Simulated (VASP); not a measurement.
```
CELL_PARAMETERS angstrom
      2.32421    -4.02565     0.00000
      2.32421     4.02565     0.00000
      0.00000     0.00000     7.55679
ATOMIC_POSITIONS crystal
  Mg 0.66667 0.33333 0.49974
  Mg 0.33333 0.66667 0.99974
  Te 0.66667 0.33333 0.87626
  Te 0.33333 0.66667 0.37626
```

Method: revPBE GGA, VASP's PBE PAW potentials (set 64) (plane waves; VASP). Run with 520 eV cut-off, Gaussian smearing of 0.050 eV, potentials Mg Te.

Unless said otherwise, spin-orbit coupling is left out, though it shifts the bands of the heavy elements here.

Task: Give the energies of bands 3 to 11 at the high-symmetry points, in eV from the valence-band maximum.

Result: 
```csv
band,Γ,M,K,A,L,H
3,-3.03,-2.88,-2.42,-1.87,-2.96,-2.78
4,-0.46,-2.46,-2.42,-1.87,-2.96,-2.78
5,-0.46,-1.82,-2.15,-0.25,-0.83,-1.77
6,-0.01,-1.14,-1.30,-0.25,-0.83,-1.77
7,-0.01,-0.91,-1.30,-0.25,-0.82,-0.58
8,0.00,-0.42,-1.25,-0.25,-0.82,-0.58
9,2.39,3.27,3.73,3.40,3.30,3.90
10,2.97,3.86,5.50,3.40,3.30,3.90
11,5.27,4.34,5.50,5.52,4.32,5.25
```

The gap is direct, 2.39 eV, from the valence maximum at Γ to the conduction minimum at Γ.

The compound is MgTe in the wurtzite structure. It was relaxed first, which changed the volume by +7 %.
